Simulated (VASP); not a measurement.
Consider the following.

```xyz
6
Lattice="2.7946 -2.7934 0.0000 2.7946 2.7934 0.0000 -2.6914 0.0000 7.2820" Properties=species:S:1:pos:R:3 pbc="T T T"
Y      0.7760    -0.7014     5.4615
Y      2.1218     0.7014     1.8205
Si     0.7570     2.0906     4.2609
Si     2.1408    -2.0906     3.0211
Si     0.7951     2.0906     6.6621
Si     2.1027    -2.0906     0.6199
```

Calculation: PBEsol GGA, VASP's PBE PAW potentials (set 64) (plane waves; VASP). Settings: 300 eV cut-off, 7×7×4 Γ-centred mesh, Gaussian smearing of 0.14 eV, potentials Y_sv Si.

At this cut-off the stress carries a Pulay error, which pulls relaxed volumes low.

Q: The ions, cell shape and volume are relaxed. Give the cell that the relaxation ends in.

A: 
```xyz
6
Lattice="2.7541 -2.7561 -0.0237 2.7541 2.7561 -0.0237 -2.7138 0.0000 7.4122" Properties=species:S:1:pos:R:3 pbc="T T T"
Y      0.7187    -0.6846     5.5355
Y      2.0756     0.6846     1.8294
Si     0.7069     2.0740     4.3341
Si     2.0874    -2.0740     3.0307
Si     0.7305     2.0740     6.7368
Si     2.0638    -2.0740     0.6280
```
Space group I4_1/amd (141), at a tolerance of 0.03 Å.

Q: How do energy and volume change from the first to the last step?

A: The energy (σ→0) changes by -2.2 meV/atom and the volume by -1.3 %, in 15 ionic steps.

The structure comes from a computed database's YSi2 entry; how it stands against other phases isn't given here. This run relaxes it. Symmetry was kept, so distortions that lower it aren't found. The run is one of a series of settings (EDIFFG = -0.01, IBRION = 2, ISIF = 3, NSW = 50 against the base run), some of them coarse on purpose.
